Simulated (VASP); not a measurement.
# Zr3Ta7: core-level shifts, part 3 of 4

Aim: how the core levels of Zr3Ta7 differ from atom to atom, with and without the screening of the hole.

VASP 6.6.1, plane waves and PAW; the level of theory is named at each step.

So far. Step 2 (Relaxation): The forces on the free atoms are under 0.05 eV/Å.

**4. Core hole, atom Ta7, shell 4f**

This step: final-state core hole with the electron kept at the Fermi level, PBE; plane waves and PAW (Ta_pv, Zr_sv, Ta_pv) (VASP 6.6.1).

System of this step: Zr3Ta7. The cell holds 20 atoms: 14 Ta and 6 Zr. Its edges and angles: a = 6.620 Å, b = 6.620 Å, c = 20.620 Å, α = 90.0°, β = 90.0°, γ = 90.0°. It derives from Ta. Zr replaces host atoms (three quarters in the top layer, both faces). Vacuum lies along c.

A core electron of Ta7 (4f) is moved to the Fermi level; this atom comes first in POSCAR as a species of its own.

The input, INCAR:

```
SYSTEM = Zr3Ta7
PREC = Normal
ENCUT = 330
EDIFF = 1E-05
NELM = 120
ISMEAR = 0
SIGMA = 0.1
LREAL = Auto
ALGO = Fast
GGA = PE
NBANDS = 140
LWAVE = .FALSE.
LCHARG = .FALSE.
NCORE = 8
ICORELEVEL = 2
CLNT = 1
CLN = 4
CLL = 3
CLZ = 1
ISIF = 0
```

The input, POSCAR:

```
Zr3Ta7
1.0
    6.6200000000      0.0000000000      0.0000000000
    0.0000000000      6.6200000000      0.0000000000
    0.0000000000      0.0000000000     20.6200000000
Ta Zr Ta
1 6 13
Direct
    0.5000000000      0.5000000000      0.6523600963
    0.0000000000      0.0000000000      0.6674210646
    0.5000000000      0.0000000000      0.6655156076
    0.0000000000      0.5000000000      0.6655156076
    0.0000000000      0.0000000000      0.3325789354
    0.5000000000      0.0000000000      0.3344843924
    0.0000000000      0.5000000000      0.3344843924
    0.2489894226      0.2489894226      0.5812926591
    0.7510105774      0.2489894226      0.5812926591
    0.2489894226      0.7510105774      0.5812926591
    0.7510105774      0.7510105774      0.5812926591
    0.0000000000      0.0000000000      0.5000000000
    0.5000000000      0.0000000000      0.5000000000
    0.0000000000      0.5000000000      0.5000000000
    0.5000000000      0.5000000000      0.5000000000
    0.2489894226      0.2489894226      0.4187073409
    0.7510105774      0.2489894226      0.4187073409
    0.2489894226      0.7510105774      0.4187073409
    0.7510105774      0.7510105774      0.4187073409
    0.5000000000      0.5000000000      0.3476399037
```

The input, KPOINTS:

```
Automatic mesh
0
Gamma
3 3 1
0 0 0
```

Potentials, in the order of the species: Ta_pv, Zr_sv and Ta_pv (PBE family, release 64).

Launch:

```
> mpirun -np 8 vasp_std
```

Output:

```text
[banner, memory and clock lines left out]
running    8 mpi-ranks, on    1 nodes
 distrk:  each k-point on    8 cores,    1 groups
 distr:  one band on    8 cores,    1 groups

 POSCAR found type information on POSCAR TaZrTa
 POSCAR found :  3 types and      20 ions
 [... a notice as in an earlier step ...]

 LDA part: xc-table for (Slater+PW92), standard interpolation
 POSCAR, INCAR and KPOINTS ok, starting setup
 FFT: planning ... GRIDC
 FFT: planning ... GRID_SOFT
 FFT: planning ... GRID
 WAVECAR not read
 entering main loop
       N       E                     dE             d eps       ncg     rms          rms(c)
DAV:   1     0.157489498477E+04    0.15749E+04   -0.10458E+05  1056   0.106E+03
DAV:   2    -0.249643572757E+03   -0.18245E+04   -0.17774E+04   960   0.359E+02
DAV:   3    -0.369395113814E+03   -0.11975E+03   -0.11523E+03  1168   0.727E+01
DAV:   4    -0.382465985029E+03   -0.13071E+02   -0.12935E+02  1536   0.186E+01
DAV:   5    -0.384057990408E+03   -0.15920E+01   -0.15903E+01  1192   0.464E+00    0.547E+01
RMM:   6    -0.375953472054E+03    0.81045E+01   -0.14218E+02  1232   0.163E+01    0.281E+01
RMM:   7    -0.413594644596E+03   -0.37641E+02   -0.76153E+01  1103   0.139E+01    0.302E+01
RMM:   8    -0.374105696596E+03    0.39489E+02   -0.33160E+01  1094   0.864E+00    0.178E+01
RMM:   9    -0.359207836497E+03    0.14898E+02   -0.12416E+01  1114   0.619E+00    0.638E+00
RMM:  10    -0.359138822581E+03    0.69014E-01   -0.84300E+00  1315   0.338E+00    0.317E+00
RMM:  11    -0.359096533610E+03    0.42289E-01   -0.20681E+00  1325   0.182E+00    0.226E+00
RMM:  12    -0.359090358857E+03    0.61748E-02   -0.52190E-01  1299   0.113E+00    0.116E+00
RMM:  13    -0.359109956062E+03   -0.19597E-01   -0.26352E-01  1321   0.728E-01    0.625E-01
RMM:  14    -0.359121911978E+03   -0.11956E-01   -0.13230E-01  1322   0.523E-01    0.382E-01
RMM:  15    -0.359123129508E+03   -0.12175E-02   -0.44653E-02  1366   0.330E-01    0.175E-01
RMM:  16    -0.359125258924E+03   -0.21294E-02   -0.21690E-02  1466   0.204E-01    0.120E-01
RMM:  17    -0.359126111765E+03   -0.85284E-03   -0.94520E-03  1453   0.147E-01    0.667E-02
RMM:  18    -0.359126452993E+03   -0.34123E-03   -0.48295E-03  1534   0.101E-01    0.433E-02
RMM:  19    -0.359126611702E+03   -0.15871E-03   -0.25285E-03  1501   0.757E-02    0.278E-02
RMM:  20    -0.359126635170E+03   -0.23468E-04   -0.14153E-03  1459   0.586E-02    0.192E-02
RMM:  21    -0.359126834673E+03   -0.19950E-03   -0.81878E-04  1418   0.473E-02    0.118E-02
WARNING in EDDRMM: call to ZHEGV failed, returncode =   8  4    102
RMM:  22    -0.359127081681E+03   -0.24701E-03   -0.49148E-04  1325   0.378E-02    0.826E-03
RMM:  23    -0.359127302924E+03   -0.22124E-03   -0.29415E-04  1270   0.320E-02    0.574E-03
RMM:  24    -0.359127475137E+03   -0.17221E-03   -0.18077E-04  1121   0.270E-02    0.383E-03
RMM:  25    -0.359127586578E+03   -0.11144E-03   -0.11791E-04  1089   0.239E-02    0.294E-03
RMM:  26    -0.359127631227E+03   -0.44648E-04   -0.77707E-05   999   0.213E-02    0.257E-03
RMM:  27    -0.359127648721E+03   -0.17494E-04   -0.48981E-05   979   0.193E-02    0.178E-03
RMM:  28    -0.359127657833E+03   -0.91120E-05   -0.34557E-05   925   0.179E-02
   1 F= -.35912766E+03 E0= -.35907310E+03  d E =-.109118E+00
```

It took 68 s on 8 MPI ranks of AMD EPYC 7R43, shared host; peak memory 0.88 GiB; 8.9 min of CPU time.

OUTCAR, selected parts (step 4):

```text
 Subroutine GETGRP returns: Found  8 space group operations
 (whereof  8 operations were pure point group operations)

The static configuration has the point symmetry C_4v.

 Found      3 irreducible k-points:

   NELECT =     227.0000    total number of electrons

 the core state eigenenergies are
   1-  1s -67363.8941  2s -11590.0236  2p -10157.1464  3s  -2671.1780  3p  -2245.1673
       3d  -1749.1109  4s   -554.1865  4p   -413.5328  4d   -233.8345  4f    -33.9826
       5s    -72.0324
   2-  1s -17815.4834  2s  -2462.6299  2p  -2195.1460  3s   -397.8949  3p   -310.7783
       3d   -167.8770
   3-  1s -17815.6409  2s  -2462.8004  2p  -2195.3155  3s   -398.0580  3p   -310.9414
       3d   -168.0413
   4-  1s -17815.6409  2s  -2462.8004  2p  -2195.3155  3s   -398.0580  3p   -310.9414
       3d   -168.0413
   5-  1s -17815.4738  2s  -2462.6263  2p  -2195.1419  3s   -397.8918  3p   -310.7752
       3d   -167.8742
   6-  1s -17815.4937  2s  -2462.6552  2p  -2195.1700  3s   -397.9183  3p   -310.8017
       3d   -167.9015
   7-  1s -17815.4937  2s  -2462.6552  2p  -2195.1700  3s   -397.9183  3p   -310.8017
       3d   -167.9015
   8-  1s -67336.3539  2s -11562.0956  2p -10129.2744  3s  -2643.6265  3p  -2217.6689
       3d  -1721.4016  4s   -533.6863  4p   -394.0038  4d   -215.3946  4f    -18.0302
       5s    -66.2244
   9-  1s -67336.3539  2s -11562.0956  2p -10129.2744  3s  -2643.6265  3p  -2217.6689
       3d  -1721.4016  4s   -533.6863  4p   -394.0038  4d   -215.3946  4f    -18.0302
       5s    -66.2244
  10-  1s -67336.3539  2s -11562.0956  2p -10129.2744  3s  -2643.6265  3p  -2217.6689
       3d  -1721.4016  4s   -533.6863  4p   -394.0038  4d   -215.3946  4f    -18.0302
       5s    -66.2244
  11-  1s -67336.3539  2s -11562.0956  2p -10129.2744  3s  -2643.6265  3p  -2217.6689
       3d  -1721.4016  4s   -533.6863  4p   -394.0038  4d   -215.3946  4f    -18.0302
       5s    -66.2244
  12-  1s -67336.2006  2s -11561.9419  2p -10129.1206  3s  -2643.4742  3p  -2217.5165
       3d  -1721.2490  4s   -533.5356  4p   -393.8532  4d   -215.2441  4f    -17.8808
       5s    -66.0796
  13-  1s -67336.1797  2s -11561.9212  2p -10129.0999  3s  -2643.4529  3p  -2217.4953
       3d  -1721.2279  4s   -533.5133  4p   -393.8309  4d   -215.2216  4f    -17.8580
       5s    -66.0551
  14-  1s -67336.1797  2s -11561.9212  2p -10129.0999  3s  -2643.4529  3p  -2217.4953
       3d  -1721.2279  4s   -533.5133  4p   -393.8309  4d   -215.2216  4f    -17.8580
       5s    -66.0551
  15-  1s -67336.3742  2s -11562.1227  2p -10129.3010  3s  -2643.6539  3p  -2217.6962
       3d  -1721.4294  4s   -533.7131  4p   -394.0306  4d   -215.4215  4f    -18.0568
       5s    -66.2491
[...]
3d  -1721.9350  4s   -534.1966  4p   -394.5116  4d   -215.8985  4f    -18.5220
       5s    -66.6730

 E-fermi :   1.0723

 k-point     1 :       0.0000    0.0000    0.0000
  band No.  band energies     occupation
    ...
    105       0.8241      1.99955
    106       0.8241      1.99955
    107       0.9346      1.94841
    108       0.9475      1.92247
    109       0.9475      1.92247
    110       1.1720      0.15829
    111       1.2133      0.04606
    112       1.2473      0.01329
    113       1.4049      0.00000
    114       1.4049      0.00000
    ...

 k-point     2 :       0.3333    0.0000    0.0000
  band No.  band energies     occupation
    ...
    108       0.8777      1.99406
    109       0.9108      1.97762
    110       0.9497      1.91700
    111       1.0630      1.10431
    112       1.0854      0.85241
    113       1.1313      0.40403
    114       1.1584      0.22305
    115       1.3223      0.00041
    116       1.3697      0.00003
    117       1.3738      0.00002
    ...

 POSITION                                       TOTAL-FORCE (eV/Angst)
 -----------------------------------------------------------------------------------
      3.31000      3.31000     13.45167        -0.000000      0.000000     -1.566894
      0.00000      0.00000     13.76222        -0.000000      0.000000      0.012970
      3.31000      0.00000     13.72293        -0.000000      0.000000      0.020245
      0.00000      3.31000     13.72293        -0.000000      0.000000      0.020245
      0.00000      0.00000      6.85778        -0.000000      0.000000     -0.017762
      3.31000      0.00000      6.89707        -0.000000      0.000000     -0.014066
      0.00000      3.31000      6.89707        -0.000000      0.000000     -0.014066
      1.64831      1.64831     11.98625         0.369641      0.369641      0.312155
      4.97169      1.64831     11.98625        -0.369641      0.369641      0.312155
      1.64831      4.97169     11.98625         0.369641     -0.369641      0.312155
      4.97169      4.97169     11.98625        -0.369641     -0.369641      0.312155
      0.00000      0.00000     10.31000        -0.000000      0.000000      0.037098
      3.31000      0.00000     10.31000        -0.000000      0.000000      0.129754
      0.00000      3.31000     10.31000        -0.000000      0.000000      0.129754
      3.31000      3.31000     10.31000        -0.000000      0.000000     -0.143214
      1.64831      1.64831      8.63375         0.084779      0.084779     -0.005854
      4.97169      1.64831      8.63375        -0.084779      0.084779     -0.005854
      1.64831      4.97169      8.63375         0.084779     -0.084779     -0.005854
      4.97169      4.97169      8.63375        -0.084779     -0.084779     -0.005854
      3.31000      3.31000      7.16833        -0.000000      0.000000      0.180731
 -----------------------------------------------------------------------------------
    total drift:                                0.000000      0.000000      0.005371

  FREE ENERGIE OF THE ION-ELECTRON SYSTEM (eV)
  ---------------------------------------------------
  free  energy   TOTEN  =      -359.1276578331 eV

  energy  without entropy=     -359.0185396419  energy(sigma->0) =     -359.07309874

[... 6 parts as in an earlier step ...]

[... 2 further parts left out ...]
```

This run has no spin polarisation.

Numbers from this step:

```
free energy (TOTEN)     : -359.1277 eV
energy at zero smearing : -359.0731 eV
Fermi energy            : 1.072 eV
```

This is the reference for holes on Ta.

**5. Core hole, atom Ta8, shell 4f**

The same hole on the next atom.

INCAR is that of step 4.

POSCAR, as its differences from that of step 4:

```diff
@@ -8,3 +8,3 @@
 Direct
-    0.5000000000      0.5000000000      0.6523600963
+    0.2489894226      0.2489894226      0.5812926591
     0.0000000000      0.0000000000      0.6674210646
@@ -15,3 +15,3 @@
     0.0000000000      0.5000000000      0.3344843924
-    0.2489894226      0.2489894226      0.5812926591
+    0.5000000000      0.5000000000      0.6523600963
     0.7510105774      0.2489894226      0.5812926591
```

KPOINTS is that of step 4.

Launch:

```
> mpirun -np 8 vasp_std
```

Output:

```text
[... set-up lines as in an earlier step ...]
 entering main loop
       N       E                     dE             d eps       ncg     rms          rms(c)
DAV:   1     0.158317171062E+04    0.15832E+04   -0.10440E+05  1416   0.106E+03
DAV:   2    -0.252216311188E+03   -0.18354E+04   -0.17872E+04  1272   0.359E+02
DAV:   3    -0.373422450791E+03   -0.12121E+03   -0.11736E+03  1552   0.731E+01
DAV:   4    -0.386448171070E+03   -0.13026E+02   -0.12901E+02  2056   0.187E+01
[...]
RMM:  20    -0.359529196186E+03   -0.70605E-04   -0.15592E-03  1906   0.599E-02    0.189E-02
RMM:  21    -0.359529254970E+03   -0.58785E-04   -0.91093E-04  1884   0.488E-02    0.134E-02
RMM:  22    -0.359529497436E+03   -0.24247E-03   -0.54037E-04  1747   0.377E-02    0.879E-03
WARNING in EDDRMM: call to ZHEGV failed, returncode =   8  4    119
RMM:  23    -0.359529664920E+03   -0.16748E-03   -0.31795E-04  1694   0.315E-02    0.593E-03
RMM:  24    -0.359529859128E+03   -0.19421E-03   -0.20377E-04  1581   0.264E-02    0.342E-03
RMM:  25    -0.359529979051E+03   -0.11992E-03   -0.12447E-04  1441   0.227E-02    0.332E-03
RMM:  26    -0.359530030530E+03   -0.51479E-04   -0.86377E-05  1409   0.202E-02    0.278E-03
RMM:  27    -0.359530048001E+03   -0.17471E-04   -0.55053E-05  1297   0.179E-02    0.276E-03
RMM:  28    -0.359530053510E+03   -0.55093E-05   -0.37415E-05  1161   0.164E-02
   1 F= -.35953005E+03 E0= -.35947267E+03  d E =-.114774E+00
```

The job ended after 88 s (8 MPI ranks; peak memory 0.91 GiB).

Parts of OUTCAR (step 5):

```text
 POSITION                                       TOTAL-FORCE (eV/Angst)
 -----------------------------------------------------------------------------------
      1.64831      1.64831     11.98625         0.197796      0.197796      0.205223
      0.00000      0.00000     13.76222         0.300799      0.300799     -0.304686
      3.31000      0.00000     13.72293        -0.300154      0.294201     -0.319614
      0.00000      3.31000     13.72293         0.294201     -0.300154     -0.319614
      0.00000      0.00000      6.85778         0.025957      0.025957     -0.014087
      3.31000      0.00000      6.89707        -0.013340      0.023937     -0.013393
      0.00000      3.31000      6.89707         0.023937     -0.013340     -0.013393
      3.31000      3.31000     13.45167        -0.469141     -0.469141     -0.467302
      4.97169      1.64831     11.98625        -0.057284      0.046933     -0.032202
      1.64831      4.97169     11.98625         0.046933     -0.057284     -0.032202
      4.97169      4.97169     11.98625        -0.036876     -0.036876     -0.095490
      0.00000      0.00000     10.31000         0.257650      0.257650      0.352953
      3.31000      0.00000     10.31000        -0.262296      0.262734      0.331393
      0.00000      3.31000     10.31000         0.262734     -0.262296      0.331393
[...]
-----------------------------------------------------------------------------------
    total drift:                                0.000685      0.000685     -0.006881

  FREE ENERGIE OF THE ION-ELECTRON SYSTEM (eV)
  ---------------------------------------------------
  free  energy   TOTEN  =      -359.5300535103 eV

  energy  without entropy=     -359.4152796980  energy(sigma->0) =     -359.47266660

[... 1 part as in an earlier step ...]

[... 2 further parts left out ...]
[key lines of the parts left out:]
E-fermi :   1.0723
```

Against the hole on Ta7 the energy differs by -0.40 eV.

**6. Core hole, atom Zr3, shell 3d**

This step: final-state core hole with the electron kept at the Fermi level, PBE; plane waves and PAW (Zr_sv, Zr_sv, Ta_pv) (VASP 6.6.1).

System of this step: Zr3Ta7. The cell holds 20 atoms: 6 Zr and 14 Ta. Its edges and angles: a = 6.620 Å, b = 6.620 Å, c = 20.620 Å, α = 90.0°, β = 90.0°, γ = 90.0°. It derives from Ta. Zr replaces host atoms (three quarters in the top layer, both faces). Vacuum lies along c.

A core electron of Zr3 (3d) is moved to the Fermi level; this atom comes first in POSCAR as a species of its own.

INCAR, as its differences from that of step 5:

```diff
@@ -16,4 +16,4 @@
 CLNT = 1
-CLN = 4
-CLL = 3
+CLN = 3
+CLL = 2
 CLZ = 1
```

POSCAR, as its differences from that of step 5:

```diff
@@ -5,9 +5,8 @@
     0.0000000000      0.0000000000     20.6200000000
-Ta Zr Ta
-1 6 13
+Zr Zr Ta
+1 5 14
 Direct
-    0.2489894226      0.2489894226      0.5812926591
+    0.0000000000      0.5000000000      0.6655156076
     0.0000000000      0.0000000000      0.6674210646
     0.5000000000      0.0000000000      0.6655156076
-    0.0000000000      0.5000000000      0.6655156076
     0.0000000000      0.0000000000      0.3325789354
@@ -16,2 +15,3 @@
     0.5000000000      0.5000000000      0.6523600963
+    0.2489894226      0.2489894226      0.5812926591
     0.7510105774      0.2489894226      0.5812926591
```

KPOINTS is that of step 5.

Potentials, in the order of the species: Zr_sv, Zr_sv and Ta_pv (PBE family, release 64).

Launch:

```
> mpirun -np 8 vasp_std
```

Output:

```text
[banner, memory and clock lines left out]
running    8 mpi-ranks, on    1 nodes
[...]
[... a notice as in an earlier step ...]

 LDA part: xc-table for (Slater+PW92), standard interpolation
 POSCAR, INCAR and KPOINTS ok, starting setup
[...]
entering main loop
       N       E                     dE             d eps       ncg     rms          rms(c)
DAV:   1     0.150511347350E+04    0.15051E+04   -0.10529E+05  1432   0.106E+03
DAV:   2    -0.280047247202E+03   -0.17852E+04   -0.17373E+04  1264   0.357E+02
DAV:   3    -0.402775229673E+03   -0.12273E+03   -0.11815E+03  1596   0.717E+01
DAV:   4    -0.416608446056E+03   -0.13833E+02   -0.13685E+02  2056   0.184E+01
[...]
RMM:  24    -0.392384483052E+03   -0.17666E-03   -0.56203E-04  1562   0.321E-02    0.462E-03
RMM:  25    -0.392384596453E+03   -0.11340E-03   -0.39646E-04  1439   0.271E-02    0.455E-03
RMM:  26    -0.392384678840E+03   -0.82387E-04   -0.29452E-04  1403   0.236E-02    0.378E-03
WARNING in EDDRMM: call to ZHEGV failed, returncode =   6  3     77
RMM:  27    -0.392384743036E+03   -0.64196E-04   -0.22377E-04  1300   0.208E-02    0.145E-03
RMM:  28    -0.392384765120E+03   -0.22085E-04   -0.16705E-04  1189   0.182E-02    0.151E-03
RMM:  29    -0.392384777828E+03   -0.12708E-04   -0.12525E-04  1113   0.161E-02    0.136E-03
RMM:  30    -0.392384787207E+03   -0.93793E-05   -0.97883E-05  1041   0.146E-02
   1 F= -.39238479E+03 E0= -.39233179E+03  d E =-.105993E+00
```

Run time: 94 s. Hardware: 8 MPI ranks; peak memory 0.96 GiB; 12 min of CPU time.

OUTCAR, selected parts (step 6):

```text
 POSITION                                       TOTAL-FORCE (eV/Angst)
 -----------------------------------------------------------------------------------
      0.00000      3.31000     13.72293        -0.000000      0.000000     -1.620254
      0.00000      0.00000     13.76222        -0.000000      0.000000      0.185980
      3.31000      0.00000     13.72293        -0.000000      0.000000      0.015068
      0.00000      0.00000      6.85778        -0.000000      0.000000     -0.043836
      3.31000      0.00000      6.89707        -0.000000      0.000000     -0.082821
      0.00000      3.31000      6.89707        -0.000000      0.000000      0.056297
      3.31000      3.31000     13.45167        -0.000000      0.000000     -0.100838
      1.64831      1.64831     11.98625        -0.138755      0.317193      0.319762
      4.97169      1.64831     11.98625         0.138755      0.317193      0.319762
      1.64831      4.97169     11.98625        -0.138755     -0.317193      0.319762
      4.97169      4.97169     11.98625         0.138755     -0.317193      0.319762
      0.00000      0.00000     10.31000        -0.000000      0.000000      0.060996
      3.31000      0.00000     10.31000        -0.000000      0.000000      0.060448
      0.00000      3.31000     10.31000        -0.000000      0.000000     -0.042401
[...]
-----------------------------------------------------------------------------------
    total drift:                                0.000000      0.000000     -0.005521

  FREE ENERGIE OF THE ION-ELECTRON SYSTEM (eV)
  ---------------------------------------------------
  free  energy   TOTEN  =      -392.3847872071 eV

  energy  without entropy=     -392.2787946739  energy(sigma->0) =     -392.33179094

[... 2 parts as in an earlier step ...]

[... 1 further part left out ...]
[key lines of the parts left out:]
E-fermi :   1.0439
```

This is the reference for holes on Zr.

(Continued in part 4 of 4.)

[Lines on the potential files, build, host, timing and source positions are cut from VASP's logs without a mark.]

[Logs are printed without paths, hosts, clocks, repeated set-up lines and the standing remarks that a program may print on its own settings, such as how far it seeks lower states.]

[Hosts, paths, dates, database ids (printed as entryN), source tags and the programs' standing remarks are cut or masked in the printed files.]
